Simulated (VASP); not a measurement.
Computed with LDA (Ceperley-Alder, Perdew-Zunger), VASP's LDA PAW potentials (set 64) (plane waves; VASP).

VASP input:

### POSCAR
```
Re
1
    1.3560964507    -2.3488278418     0.0000000000
    1.3560964507     2.3488278418     0.0000000000
    0.0000000000     0.0000000000     4.3829167066
Re
2
Direct
  0.3333330000   0.6666670000   0.2500000000
  0.6666670000   0.3333330000   0.7500000000
```

File KPOINTS:
```
Automatic mesh
0
Gamma
15 15 8
0 0 0
```

### INCAR
```
# general
SYSTEM =Re
PREC   =Accurate
ENCUT  =520
LREAL  =.FALSE.
LASPH  =.TRUE.

# electronic loop
EDIFF  =1E-7
NELM   =100
ALGO   =Normal
LMAXMIX=6

# smearing
ISMEAR =1
SIGMA  =0.1

# ions
IBRION =2
NSW    =30
ISIF   =4
EDIFFG =-0.01

# output
LWAVE  =.FALSE.
LCHARG =.FALSE.
```

POTCAR, in this order: Re (LDA.64 set). Program: vasp_std.

The resulting files:

**OSZICAR**
```
       N       E                     dE             d eps       ncg     rms          rms(c)
DAV:   1     0.106529617564E+03    0.10653E+03   -0.62011E+03  3343   0.132E+03
DAV:   2    -0.201106733022E+02   -0.12664E+03   -0.11516E+03  4700   0.511E+02
DAV:   3    -0.285464277284E+02   -0.84358E+01   -0.73744E+01  4919   0.158E+02
DAV:   4    -0.288789034952E+02   -0.33248E+00   -0.30507E+00  5134   0.229E+01
DAV:   5    -0.288857776601E+02   -0.68742E-02   -0.65397E-02  5022   0.255E+00    0.470E+01
DAV:   6    -0.278603734007E+02    0.10254E+01   -0.93568E-01  5114   0.174E+01    0.210E+01
DAV:   7    -0.275042353474E+02    0.35614E+00   -0.71158E-01  5197   0.145E+01    0.451E-01
DAV:   8    -0.274944497831E+02    0.97856E-02   -0.82184E-03  5063   0.104E+00    0.153E-01
DAV:   9    -0.274935629598E+02    0.88682E-03   -0.53858E-04  4505   0.266E-01    0.427E-02
DAV:  10    -0.274935560719E+02    0.68880E-05   -0.65422E-05  4804   0.882E-02    0.269E-02
DAV:  11    -0.274935562504E+02   -0.17856E-06   -0.14310E-06  5035   0.227E-02    0.467E-03
DAV:  12    -0.274935562366E+02    0.13769E-07   -0.36831E-08  2596   0.333E-03
   1 F= -.27493556E+02 E0= -.27493428E+02  d E =-.274936E+02
       N       E                     dE             d eps       ncg     rms          rms(c)
DAV:   1    -0.274940114425E+02   -0.45519E-03   -0.39841E-02  4542   0.299E+00    0.116E-01
DAV:   2    -0.274936090281E+02    0.40241E-03   -0.48266E-04  5109   0.250E-01    0.577E-02
DAV:   3    -0.274934978587E+02    0.11117E-03   -0.25385E-04  5085   0.153E-01    0.102E-02
DAV:   4    -0.274934980839E+02   -0.22519E-06   -0.76135E-06  4277   0.318E-02    0.487E-03
DAV:   5    -0.274934979286E+02    0.15530E-06   -0.10627E-07  2758   0.717E-03    0.193E-03
DAV:   6    -0.274934979237E+02    0.49290E-08   -0.44192E-08  2238   0.453E-03
   2 F= -.27493498E+02 E0= -.27493363E+02  d E =0.583129E-04
       N       E                     dE             d eps       ncg     rms          rms(c)
DAV:   1    -0.274938009165E+02   -0.30299E-03   -0.12692E-02  4503   0.170E+00    0.657E-02
DAV:   2    -0.274936725301E+02    0.12839E-03   -0.15379E-04  5065   0.141E-01    0.324E-02
DAV:   3    -0.274936374644E+02    0.35066E-04   -0.79445E-05  5096   0.856E-02    0.579E-03
DAV:   4    -0.274936375373E+02   -0.72833E-07   -0.23692E-06  4227   0.175E-02    0.273E-03
DAV:   5    -0.274936374854E+02    0.51831E-07   -0.26852E-08  2266   0.410E-03
   3 F= -.27493637E+02 E0= -.27493508E+02  d E =-.812488E-04
```

**OUTCAR**
```
------------------------ aborting loop because EDIFF is reached ----------------------------------------
  FORCE on cell =-STRESS in cart. coord.  units (eV):
  Direction    XX          YY          ZZ          XY          YZ          ZX
  --------------------------------------------------------------------------------------
  Total        2.3409451      2.3409449      2.3403223      0.0000000      0.0000000      0.0000000
  in kB      134.3280881    134.3280749    134.2923492      0.0000000      0.0000000      0.0000000
  external PRESSURE =     134.3161707 kB  Pullay stress =       0.0000000 kB
  volume of cell :       27.92
      direct lattice vectors                 reciprocal lattice vectors
     1.355376419 -2.347580704  0.000000000     0.368901209 -0.212985223  0.000000000
     1.355376419  2.347580704 -0.000000000     0.368901209  0.212985223  0.000000000
     0.000000000  0.000000000  4.387574727     0.000000000  0.000000000  0.227916346
 POSITION                                       TOTAL-FORCE (eV/Angst)
 -----------------------------------------------------------------------------------
      1.35538      0.78253      1.09689        -0.000000      0.000000      0.000000
      1.35538     -0.78253      3.29068         0.000000     -0.000000      0.000000
 -----------------------------------------------------------------------------------
    total drift:                               -0.000000      0.000005     -0.000016
  FREE ENERGIE OF THE ION-ELECTRON SYSTEM (eV)
  ---------------------------------------------------
  free  energy   TOTEN  =       -27.4936374854 eV

  energy  without entropy=      -27.4932488002  energy(sigma->0) =      -27.49350792

 reached required accuracy - stopping structural energy minimisation
```
(Selected blocks of OUTCAR.)

CONTCAR:
```
Re
   1.00000000000000
     1.3553764185765365   -2.3475807043043782    0.0000000000000000
     1.3553764185765365    2.3475807043043782   -0.0000000000000000
     0.0000000000000000    0.0000000000000000    4.3875747274892767
  Re
     2
Direct
     0.3333330000000032    0.6666669999999968    0.2500000000000000
     0.6666669999999968    0.3333330000000032    0.7500000000000000
```

The compound is Re in the hcp structure. This cell is one point of a volume scan, at 0.97 of the reference volume. Symmetry was kept, so distortions that lower it aren't found.
